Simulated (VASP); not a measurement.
These are vdW-DF-cx, VASP's PBE PAW potentials (set 64) (plane waves; VASP 6.6.1) values and carry that method's errors.

Input for VASP

INCAR:
```
! general
SYSTEM    =  NaI
PREC      =  Accurate
ENCUT     =  520
LREAL     =  F
LASPH     =  T

! electronic loop
EDIFF     =  1E-7   ! SCF stop (eV)
NELM      =  100
ALGO      =  Normal
LMAXMIX   =  4

! smearing
ISMEAR    =  -5

! functional
GGA       =  CX
LUSE_VDW  =  T
AGGAC     =  0.0

! ions
ISIF      =  2   ! forces and stress, cell fixed

! output
LWAVE     =  F
LCHARG    =  T
LORBIT    =  11
NEDOS     =  601   ! DOS grid
```

POSCAR:
```
NaI
4.5697130
  0.0000000000   0.7071067855   0.7071067855
  0.7071067855   0.0000000000   0.7071067855
  0.7071067855   0.7071067855   0.0000000000
Na I
1 1
direct
  1.0000000000   1.0000000000   0.0000000000
  0.5000000000   0.5000000000   0.5000000000
```

**KPOINTS**
```
Automatic mesh
0
Gamma
8 8 8
0 0 0
```

POTCAR, in this order: Na_pv I (PBE.64 set). Program: vasp_std.

The resulting files:

OSZICAR:
```
       N       E                     dE             d eps       ncg     rms          rms(c)
DAV:   1     0.844243174828E+02    0.84424E+02   -0.68274E+03   638   0.113E+03
DAV:   2     0.569011690953E+01   -0.78734E+02   -0.73768E+02   688   0.239E+02
DAV:   3    -0.119672372035E+01   -0.68868E+01   -0.68335E+01   773   0.715E+01
DAV:   4    -0.140432221534E+01   -0.20760E+00   -0.20748E+00   769   0.132E+01
DAV:   5    -0.140986739073E+01   -0.55452E-02   -0.55448E-02   775   0.220E+00    0.144E+00
DAV:   6    -0.135594680961E+01    0.53921E-01   -0.88425E-02   734   0.201E+00    0.958E-01
DAV:   7    -0.135103033465E+01    0.49165E-02   -0.74004E-02   731   0.176E+00    0.525E-01
DAV:   8    -0.135348057532E+01   -0.24502E-02   -0.63053E-03   662   0.836E-01    0.112E-01
DAV:   9    -0.135344065859E+01    0.39917E-04   -0.12518E-04   740   0.133E-01    0.343E-02
DAV:  10    -0.135346589513E+01   -0.25237E-04   -0.52444E-05   710   0.932E-02    0.624E-03
DAV:  11    -0.135346691418E+01   -0.10190E-05   -0.51974E-06   707   0.296E-02    0.264E-03
DAV:  12    -0.135346737329E+01   -0.45911E-06   -0.99307E-07   683   0.811E-03    0.111E-03
DAV:  13    -0.135346741898E+01   -0.45690E-07   -0.13656E-08   508   0.115E-03
   1 F= -.13534674E+01 E0= -.13534674E+01  d E =0.000000E+00
```

File OUTCAR:
```
------------------------ aborting loop because EDIFF is reached ----------------------------------------
  FORCE on cell =-STRESS in cart. coord.  units (eV):
  Direction    XX          YY          ZZ          XY          YZ          ZX
  --------------------------------------------------------------------------------------
  Total       -0.0236181     -0.0236181     -0.0236181     -0.0000000      0.0000000     -0.0000000
  in kB       -0.5607948     -0.5607948     -0.5607948     -0.0000000      0.0000000     -0.0000000
  external PRESSURE =      -0.5607948 kB  Pullay stress =       0.0000000 kB
  volume of cell :       67.48
      direct lattice vectors                 reciprocal lattice vectors
     0.000000000  3.231275070  3.231275070    -0.154737678  0.154737678  0.154737678
     3.231275070  0.000000000  3.231275070     0.154737678 -0.154737678  0.154737678
     3.231275070  3.231275070  0.000000000     0.154737678  0.154737678 -0.154737678
  FREE ENERGIE OF THE ION-ELECTRON SYSTEM (eV)
  ---------------------------------------------------
  free  energy   TOTEN  =        -1.3534674190 eV

  energy  without entropy=       -1.3534674190  energy(sigma->0) =       -1.35346742

 total charge

# of ion       s       p       d       tot
------------------------------------------
    1        0.039   5.975   0.000   6.014
    2        1.494   2.847   0.003   4.344
--------------------------------------------------
tot          1.534   8.822   0.003  10.359
```
(Selected blocks of OUTCAR.)

The compound is NaI in the rock salt structure. It was relaxed first.
